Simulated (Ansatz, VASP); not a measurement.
# BAs in two plane-wave programs, part 2 of 2

One calculation is typed for both programs; each brings its own data sets. How far apart do they land? The structure shown comes from an earlier run, which isn't shown and may have moved the atoms alone.

VASP 6.6.1 and Ansatz 0.2.0.

So far: The structure; Ansatz: elastic constants, LDA.

### 3. VASP: elastic constants, LDA

Level of this step: LDA; plane waves and PAW (B, As) (VASP).

The same cell, functional (in two slightly different forms) and mesh now go to VASP, with its own data sets.

Lines of VASP's logs that name or quote its potential files are left out, and so is its time.

File INCAR:

```
SYSTEM = BAs
PREC = Accurate
ENCUT = 500
EDIFF = 1E-08
NELM = 120
ISMEAR = 0
SIGMA = 0.01
LREAL = .FALSE.
ALGO = Normal
GGA = PW92
NBANDS = 10
LORBIT = 11
LWAVE = .FALSE.
LCHARG = .FALSE.
ISIF = 3
IBRION = 6
NFREE = 2
POTIM = 0.015
NSW = 1
LASPH = .TRUE.
GGA_COMPAT = .FALSE.
EFERMI = MIDGAP
```

File POSCAR:

```
BAs
1.0
    0.0000000000      2.3596971098      2.3596971098
    2.3596971098      0.0000000000      2.3596971098
    2.3596971098      2.3596971098      0.0000000000
B As
1 1
Direct
    0.0000000000      0.0000000000      0.0000000000
    0.2500000000      0.2500000000      0.2500000000
```

File KPOINTS:

```
Automatic mesh
0
Gamma
8 8 8
0 0 0
```

Potentials, in the order of the species: B and As (LDA family, release 64).

Run with:

```console
$ mpirun -np 1 vasp_std
```

Log:

```text
[banner, memory and clock lines left out]
running    1 mpi-ranks, on    1 nodes
 distrk:  each k-point on    1 cores,    1 groups
 distr:  one band on    1 cores,    1 groups

 POSCAR found type information on POSCAR B As
 POSCAR found :  2 types and       2 ions
|                                                                             |
|               ----> ADVICE to this user running VASP <----                  |
|                                                                             |
|     You enforced a specific xc type in the INCAR file but a different       |
|     [... a line on the potential file left out ...]
|     I HOPE YOU KNOW WHAT YOU ARE DOING!                                     |
|                                                                             |

 LDA part: xc-table for (Slater(with rela. corr.)+PW92), standard interpolation
 POSCAR, INCAR and KPOINTS ok, starting setup
 FFT: planning ... GRIDC
 FFT: planning ... GRID_SOFT
 FFT: planning ... GRID
 WAVECAR not read
 entering main loop
       N       E                     dE             d eps       ncg     rms          rms(c)
DAV:   1     0.985727979462E+01    0.98573E+01   -0.37001E+03   580   0.684E+02
DAV:   2    -0.131343626773E+02   -0.22992E+02   -0.21974E+02   806   0.106E+02
DAV:   3    -0.137253167107E+02   -0.59095E+00   -0.58958E+00   726   0.169E+01
DAV:   4    -0.137268736703E+02   -0.15570E-02   -0.15569E-02   708   0.889E-01
DAV:   5    -0.137268756631E+02   -0.19928E-05   -0.19928E-05   694   0.334E-02    0.528E+00
DAV:   6    -0.130269237649E+02    0.69995E+00   -0.18702E+00   632   0.605E+00    0.249E+00
DAV:   7    -0.129369181035E+02    0.90006E-01   -0.22665E-01   698   0.254E+00    0.907E-01
DAV:   8    -0.129231457917E+02    0.13772E-01   -0.25987E-02   634   0.898E-01    0.106E-01
DAV:   9    -0.129231667034E+02   -0.20912E-04   -0.75093E-04   676   0.184E-01    0.611E-02
DAV:  10    -0.129231731582E+02   -0.64548E-05   -0.86993E-05   628   0.562E-02    0.146E-02
DAV:  11    -0.129231745825E+02   -0.14243E-05   -0.17490E-06   716   0.949E-03    0.135E-02
DAV:  12    -0.129231744094E+02    0.17312E-06   -0.85279E-07   638   0.407E-03    0.294E-03
DAV:  13    -0.129231744119E+02   -0.25108E-08   -0.30955E-08   666   0.130E-03
   1 F= -.12923174E+02 E0= -.12923174E+02  d E =0.000000E+00
[... from here on, the cycles between the ionic steps are left out ...]
   2 F= -.12922810E+02 E0= -.12922810E+02  d E =0.000000E+00
   3 F= -.12912516E+02 E0= -.12912516E+02  d E =0.000000E+00
   8 F= -.12919800E+02 E0= -.12919800E+02  d E =0.000000E+00
   9 F= -.12919800E+02 E0= -.12919800E+02  d E =0.000000E+00
  10 F= -.12919800E+02 E0= -.12919800E+02  d E =0.000000E+00
  11 F= -.12919800E+02 E0= -.12919800E+02  d E =0.000000E+00
  12 F= -.12919800E+02 E0= -.12919800E+02  d E =0.000000E+00
  13 F= -.12919800E+02 E0= -.12919800E+02  d E =0.000000E+00
  14 F= -.12921201E+02 E0= -.12921201E+02  d E =0.000000E+00
  15 F= -.12921201E+02 E0= -.12921201E+02  d E =0.000000E+00
  16 F= -.12921200E+02 E0= -.12921200E+02  d E =0.000000E+00
 Finite differences progress:
  Degree of freedom:   8/  8
  Displacement:        1/  2
  Total:              15/ 16
 bond charge predicted
       N       E                     dE             d eps       ncg     rms          rms(c)
DAV:   1    -0.129208724865E+02    0.32772E-03   -0.27790E-01  1968   0.288E+00    0.156E-01
DAV:   2    -0.129212749314E+02   -0.40244E-03   -0.57768E-03  2182   0.550E-01    0.846E-02
DAV:   3    -0.129212014986E+02    0.73433E-04   -0.63164E-05  2322   0.508E-02    0.136E-02
DAV:   4    -0.129212001654E+02    0.13332E-05   -0.25209E-06  2262   0.103E-02    0.323E-03
DAV:   5    -0.129212001863E+02   -0.20901E-07   -0.86416E-08  2212   0.189E-03    0.486E-04
DAV:   6    -0.129212001873E+02   -0.10235E-08   -0.73056E-09  1526   0.546E-04
  17 F= -.12921200E+02 E0= -.12921200E+02  d E =0.000000E+00
 Finite differences progress:
  Degree of freedom:   8/  8
  Displacement:        2/  2
  Total:              16/ 16
```

OUTCAR, selected parts (step 3):

```text
ion  position               nearest neighbor table
   1  0.000  0.000  0.000-   2 2.04   2 2.04   2 2.04   2 2.04
   2  0.250  0.250  0.250-   1 2.04   1 2.04   1 2.04   1 2.04

  LATTYP: Found a face centered cubic cell.
 ALAT       =     4.7193942196

 Subroutine GETGRP returns: Found 24 space group operations
 (whereof 24 operations were pure point group operations)

The static configuration has the point symmetry T_d .

 Found     29 irreducible k-points:

   k-points           NKPTS =     29   k-points in BZ     NKDIM =     29   number of bands    NBANDS=     10

   dimension x,y,z NGX =    24 NGY =   24 NGZ =   24
   dimension x,y,z NGXF=    48 NGYF=   48 NGZF=   48

   ENCUT  =  500.0 eV  36.75 Ry    6.06 a.u.   6.08  6.08  6.08*2*pi/ulx,y,z

   NELECT =       8.0000    total number of electrons

 k-points in reciprocal lattice and weights: Automatic mesh
   0.00000000  0.00000000  0.00000000       0.002
   0.12500000  0.00000000  0.00000000       0.016
   0.25000000  0.00000000  0.00000000       0.016
   0.37500000  0.00000000  0.00000000       0.016
   0.50000000  0.00000000  0.00000000       0.008
   0.12500000  0.12500000  0.00000000       0.012
   0.25000000  0.12500000  0.00000000       0.047
   0.37500000  0.12500000  0.00000000       0.047
   0.50000000  0.12500000  0.00000000       0.047
[...]
-0.37500000  0.50000000  0.12500000       0.023
  -0.25000000  0.50000000  0.25000000       0.012

 average (electrostatic) potential at core
       1 -31.4846       2 -51.6216

 E-fermi :   7.1844

 k-point     1 :       0.0000    0.0000    0.0000
  band No.  band energies     occupation
      1      -9.1346      2.00000
      2       6.4680      2.00000
      3       6.5774      2.00000
      4       6.6846      2.00000
      5       9.7917      0.00000
      6       9.8737      0.00000
      7       9.9587      0.00000
      8      11.7376      0.00000
      9      16.1216      0.00000
    ...

 k-point     2 :       0.1250    0.0000    0.0000
  band No.  band energies     occupation
      1      -8.8705      2.00000
      2       4.5431      2.00000
      3       6.0841      2.00000
      4       6.2082      2.00000
      5      10.0996      0.00000
      6      10.4046      0.00000
      7      10.5170      0.00000
      8      12.8851      0.00000
      9      17.1052      0.00000
    ...

 k-point     3 :       0.2500    0.0000    0.0000
  band No.  band energies     occupation
      1      -8.0997      2.00000
      2       1.5100      2.00000
      3       5.3447      2.00000
      4       5.4586      2.00000
      5       9.8338      0.00000
      6      11.2174      0.00000
      7      11.3566      0.00000
      8      14.6390      0.00000
      9      17.8572      0.00000
    ...

  Total        0.3390994      0.3429392      0.3429392      0.0000000      0.1250850      0.0000000
  in kB       20.6746808     20.9087946     20.9087946      0.0000000      7.6263582      0.0000000
  external PRESSURE =      20.8307566 kB  Pullay stress =       0.0000000 kB

  energy-cutoff  :      500.00
  volume of cell :       26.28
      direct lattice vectors                 reciprocal lattice vectors
     0.000000000  2.359697110  2.359697110    -0.211891602  0.211891602  0.211891602
     2.359697110  0.000000000  2.359697110     0.211891602 -0.211891602  0.211891602
     2.359697110  2.359697110  0.000000000     0.211891602  0.211891602 -0.211891602

 POSITION                                       TOTAL-FORCE (eV/Angst)
 -----------------------------------------------------------------------------------
      0.00000      0.00000      0.00000        -0.263139     -0.000000     -0.000000
      1.16485      1.17985      1.17985         0.263139      0.000000      0.000000
 -----------------------------------------------------------------------------------
    total drift:                                0.000079      0.000000      0.000000

  FREE ENERGIE OF THE ION-ELECTRON SYSTEM (eV)
  ---------------------------------------------------
  free  energy   TOTEN  =       -12.9212001873 eV

  energy  without entropy=      -12.9212001873  energy(sigma->0) =      -12.92120019

  SYMMETRIZED ELASTIC MODULI (kBar)
 Direction    XX          YY          ZZ          XY          YZ          ZX
 --------------------------------------------------------------------------------
 XX        2965.2430    827.6375    827.6375     -0.0000      0.0000      0.0000
 YY         827.6375   2965.2430    827.6375     -0.0000      0.0000      0.0000
 ZZ         827.6375    827.6375   2965.2430      0.0000     -0.0000      0.0000
 XY          -0.0000     -0.0000      0.0000   1829.2791      0.0000      0.0000
 YZ           0.0000      0.0000     -0.0000      0.0000   1829.2791     -0.0000
 ZX           0.0000      0.0000      0.0000      0.0000     -0.0000   1829.2791
 --------------------------------------------------------------------------------

 Eigenvectors and eigenvalues of the dynamical matrix
 ----------------------------------------------------

   1 f  =   21.301420 THz   133.840767 2PiTHz  710.538879 cm-1    88.095554 meV
             X         Y         Z           dx          dy          dz
      0.000000  0.000000  0.000000     0.000000    0.934818    0.000000
      1.179849  1.179849  1.179849     0.000000   -0.355128    0.000000

   2 f  =   21.301420 THz   133.840767 2PiTHz  710.538879 cm-1    88.095554 meV
             X         Y         Z           dx          dy          dz
      0.000000  0.000000  0.000000     0.934818    0.000000    0.000000
      1.179849  1.179849  1.179849    -0.355128    0.000000    0.000000

   3 f  =   21.301420 THz   133.840767 2PiTHz  710.538879 cm-1    88.095554 meV
             X         Y         Z           dx          dy          dz
      0.000000  0.000000  0.000000     0.000000    0.000000    0.934818
      1.179849  1.179849  1.179849     0.000000    0.000000   -0.355128

   4 f/i=    0.000487 THz     0.003061 2PiTHz    0.016249 cm-1     0.002015 meV
             X         Y         Z           dx          dy          dz
      0.000000  0.000000  0.000000     0.000000   -0.355128    0.000000
      1.179849  1.179849  1.179849     0.000000   -0.934818    0.000000

   5 f/i=    0.000487 THz     0.003061 2PiTHz    0.016249 cm-1     0.002015 meV
             X         Y         Z           dx          dy          dz
      0.000000  0.000000  0.000000    -0.355128    0.000000    0.000000
      1.179849  1.179849  1.179849    -0.934818    0.000000    0.000000

   6 f/i=    0.000487 THz     0.003061 2PiTHz    0.016249 cm-1     0.002015 meV
             X         Y         Z           dx          dy          dz
      0.000000  0.000000  0.000000     0.000000    0.000000   -0.355128
      1.179849  1.179849  1.179849     0.000000    0.000000   -0.934818

 ELASTIC MODULI CONTR FROM IONIC RELAXATION (kBar)
 Direction    XX          YY          ZZ          XY          YZ          ZX
 --------------------------------------------------------------------------------
 XX          -0.0000      0.0000      0.0000      0.0000     -0.0000     -0.0000
 YY           0.0000     -0.0000      0.0000      0.0000      0.0000      0.0000
 ZZ           0.0000      0.0000     -0.0000     -0.0000      0.0000     -0.0000
 XY           0.0000      0.0000     -0.0000   -241.7941      0.0000      0.0000
 YZ          -0.0000      0.0000      0.0000      0.0000   -241.7941     -0.0000
 ZX          -0.0000      0.0000     -0.0000      0.0000     -0.0000   -241.7941
 --------------------------------------------------------------------------------

 TOTAL ELASTIC MODULI (kBar)
 Direction    XX          YY          ZZ          XY          YZ          ZX
 --------------------------------------------------------------------------------
 XX        2965.2430    827.6375    827.6375     -0.0000     -0.0000     -0.0000
 YY         827.6375   2965.2430    827.6375     -0.0000      0.0000      0.0000
 ZZ         827.6375    827.6375   2965.2430      0.0000     -0.0000      0.0000
 XY          -0.0000     -0.0000      0.0000   1587.4850      0.0000      0.0000
 YZ          -0.0000      0.0000     -0.0000      0.0000   1587.4850     -0.0000
 ZX          -0.0000      0.0000      0.0000      0.0000     -0.0000   1587.4850
 --------------------------------------------------------------------------------

 total charge
# of ion       s       p       d       tot
------------------------------------------
    1        0.656   1.222   0.000   1.878
    2        1.178   1.705   0.093   2.977
--------------------------------------------------
tot          1.834   2.927   0.093   4.854

[... 3 further parts left out ...]
```

The last energy, forces, stress and levels in OUTCAR belong to the last displaced cell, not to the cell of POSCAR.

Levels, forces or a CONTCAR printed for this step are those of its last displaced cell, not of the structure at rest.

### 4. Comparison

Known differences besides the potentials themselves: fixed occupations in Ansatz, narrow Gaussian smearing in VASP; the data sets hold 18 valence electrons in Ansatz (on norm-conserving files, of PseudoDojo where its log says so) and 8 in VASP; the cutoff is 1088.46 eV in Ansatz and 500 eV in VASP; VASP's log shows a relativistic correction to its local exchange, Ansatz's none; VASP takes each elastic constant from one size of strain, Ansatz from those that its log lists. Total energies have different zeros and are not compared.

Both answers:

```csv
quantity,Ansatz,VASP,difference
C11 (GPa),295.2,296.5,-0.45 %
C22 (GPa),295.2,296.5,-0.45 %
C33 (GPa),295.2,296.5,-0.45 %
C12 (GPa),79.9,82.8,-3.47 %
C13 (GPa),79.9,82.8,-3.47 %
C23 (GPa),79.9,82.8,-3.47 %
C44 (GPa),158.4,158.8,-0.25 %
C55 (GPa),158.4,158.8,-0.25 %
C66 (GPa),158.4,158.8,-0.25 %
```

### 5. Outcome

| Quantity | Value |
| --- | --- |
| difference in C12 (elastic constants, LDA) | -3.5 % |

In words: The difference in C12 is -3.5 % (elastic constants, LDA), within the 5 % picked in this series as the mark of a large difference. The data sets hold unlike numbers of valence electrons (18 in Ansatz and 8 in VASP), so part of the differences may come from the potentials. How closely two codes agree says nothing of how well the functional describes the real material.

[Lines on the potential files, build, host, timing and source positions are cut from VASP's logs without a mark.]

[Logs are printed without paths, hosts, clocks, repeated set-up lines and the standing remarks that a program may print on its own settings, such as how far it seeks lower states.]

[Hosts, paths, dates, database ids (printed as entryN), source tags and the programs' standing remarks are cut or masked in the printed files.]
